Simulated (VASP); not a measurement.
All values below come from PBEsol GGA, VASP's PBE PAW potentials (set 64) (plane waves; VASP 6.6.1).

VASP ran on this input.

**INCAR**
```
! general
SYSTEM =MoS2
PREC   =Accurate
ENCUT  =400
LREAL  =.FALSE.   ! projection in real space or not
LASPH  =.TRUE.
ICHARG =11   ! fixed density

! electronic loop
EDIFF  =1E-7
NELM   =100   ! most electronic steps
ALGO   =Normal   ! blocked Davidson
LMAXMIX=4

! smearing
ISMEAR =0
SIGMA  =0.05

! functional
GGA    =PS   ! PBEsol

! output
LWAVE  =.FALSE.
LCHARG =.FALSE.
LORBIT =11
```

File KPOINTS:
```
k-points along high-symmetry lines
12
Line-mode
Reciprocal
  0.000000   0.000000   0.000000 ! GAMMA
  0.500000   0.500000   0.500000 ! T

  0.500000   0.500000   0.500000 ! T
  0.819927   0.180073   0.500000 ! H_2

  0.500000  -0.180073   0.180073 ! H_0
  0.500000   0.000000   0.000000 ! L

  0.500000   0.000000   0.000000 ! L
  0.000000   0.000000   0.000000 ! GAMMA

  0.000000   0.000000   0.000000 ! GAMMA
  0.340037  -0.340037   0.000000 ! S_0

  0.659963   0.000000   0.340037 ! S_2
  0.500000   0.000000   0.500000 ! F

  0.500000   0.000000   0.500000 ! F
  0.000000   0.000000   0.000000 ! GAMMA
```

**POSCAR**
```
MoS2
1
    1.5708657828     0.9069395607     6.2393756720
   -1.5708657828     0.9069395607     6.2393756720
    0.0000000000    -1.8138791215     6.2393756720
Mo S
1 2
Direct
  0.9997753788   0.9997753788   0.9997753788
  0.4163636542   0.4163636542   0.4163636542
  0.2498809670   0.2498809670   0.2498809670
```

POTCAR, in this order: Mo_sv S (PBE.64 set). Program: vasp_std. Read from the step before: CHGCAR.

Output

OUTCAR:
```
 ion  position               nearest neighbor table
   1  1.000  1.000  1.000-   3 2.39   3 2.39   3 2.39   2 2.39   2 2.39   2 2.39
   2  0.416  0.416  0.416-   1 2.39   1 2.39   1 2.39
   3  0.250  0.250  0.250-   1 2.39   1 2.39   1 2.39
  LATTYP: Found a trigonal (rhomboedric) cell.
 ALAT       =     6.4976893932
 COS(alpha) =     0.8831065272
 Subroutine PRICEL returns:
 Original cell was already a primitive cell.
 Subroutine GETGRP returns: Found  6 space group operations
The static configuration has the point symmetry C_3v.
The dynamic configuration has the point symmetry C_3v.
 Subroutine INISYM returns: Found  6 space group operations
   k-points           NKPTS =     84   k-points in BZ     NKDIM =     84   number of bands    NBANDS=     17
   number of dos      NEDOS =    301   number of ions     NIONS =      3
   total plane-waves  NPLWV =  74088
   dimension x,y,z NGX =    42 NGY =   42 NGZ =   42
   dimension x,y,z NGXF=    84 NGYF=   84 NGZF=   84
   ions per type =               1   2
   PREC   = accura    normal or accurate (medium, high low for compatibility)
   ISTART =      0    job   : 0-new  1-cont  2-samecut
   ICHARG =     11    charge: 1-file 2-atom 10-const
   ISPIN  =      1    spin polarized calculation?
   LNONCOLLINEAR =      F non collinear calculations
   LSORBIT =      F    spin-orbit coupling
...
```

File OSZICAR:
```
       N       E                     dE             d eps       ncg     rms          rms(c)
DAV:   1     0.150210772637E+03    0.15021E+03   -0.12261E+04  3040   0.119E+03
DAV:   2    -0.171460553043E+02   -0.16736E+03   -0.16504E+03  3869   0.312E+02
DAV:   3    -0.220333223236E+02   -0.48873E+01   -0.48442E+01  3349   0.508E+01
DAV:   4    -0.221089326869E+02   -0.75610E-01   -0.75335E-01  3582   0.614E+00
DAV:   5    -0.221098640244E+02   -0.93134E-03   -0.93125E-03  3479   0.678E-01
DAV:   6    -0.221098826855E+02   -0.18661E-04   -0.18661E-04  3737   0.911E-02
DAV:   7    -0.221098832548E+02   -0.56933E-06   -0.56934E-06  3519   0.136E-02
DAV:   8    -0.221098832752E+02   -0.20367E-07   -0.20359E-07  3375   0.245E-03
   1 F= -.22109883E+02 E0= -.22109883E+02  d E =-.298809E-22
```

### OUTCAR
```
 val. band max:        7.4086444630   @ k =   0.5000   0.5000   0.5000

 cond. band min:       8.3780360500   @ k =   0.1855  -0.1855   0.0000



 k-point     1 :       0.0000    0.0000    0.0000
  band No.  band energies     occupation
      1     -53.9156      2.00000
      2     -28.1320      2.00000
      3     -27.8674      2.00000
      4     -27.8674      2.00000
      5      -7.5784      2.00000
      6      -5.9138      2.00000
      7       0.4904      2.00000
      8       4.1597      2.00000
      9       4.1597      2.00000
     10       5.2977      2.00000
     11       5.2977      2.00000
     12       6.1127      2.00000
     13       6.2215      2.00000
     14       9.6177      0.00000
     15       9.6177      0.00000
     16       9.9931      0.00000
     17       9.9931      0.00000

 k-point     2 :       0.0455    0.0455    0.0455
  band No.  band energies     occupation
      1     -53.9156      2.00000
      2     -28.1320      2.00000
      3     -27.8674      2.00000
      4     -27.8674      2.00000
      5      -7.5747      2.00000
      6      -5.9209      2.00000
      7       0.5051      2.00000
      8       4.1594      2.00000
      9       4.1594      2.00000
     10       5.2981      2.00000
     11       5.2981      2.00000
     12       5.9285      2.00000
     13       6.3901      2.00000
     14       9.6190      0.00000
     15       9.6190      0.00000
     16       9.9911      0.00000
     17       9.9911      0.00000

 k-point     3 :       0.0909    0.0909    0.0909
  band No.  band energies     occupation
      1     -53.9156      2.00000
      2     -28.1320      2.00000
      3     -27.8673      2.00000
      4     -27.8673      2.00000
      5      -7.5637      2.00000
      6      -5.9417      2.00000
      7       0.5487      2.00000
      8       4.1587      2.00000
      9       4.1587      2.00000
     10       5.2996      2.00000
     11       5.2996      2.00000
     12       5.6872      2.00000
...
```

The density is held fixed in this step, so its total energy and stress have no physical meaning. Without a dispersion term in the relaxation, distances and binding between the weakly bound layers, chains or molecules are unreliable, and so is what depends on them.

The structure comes from a computed database's MoS2 entry (R3m); how it stands against other phases isn't given here. It was relaxed first, which changed the volume by -6 %.
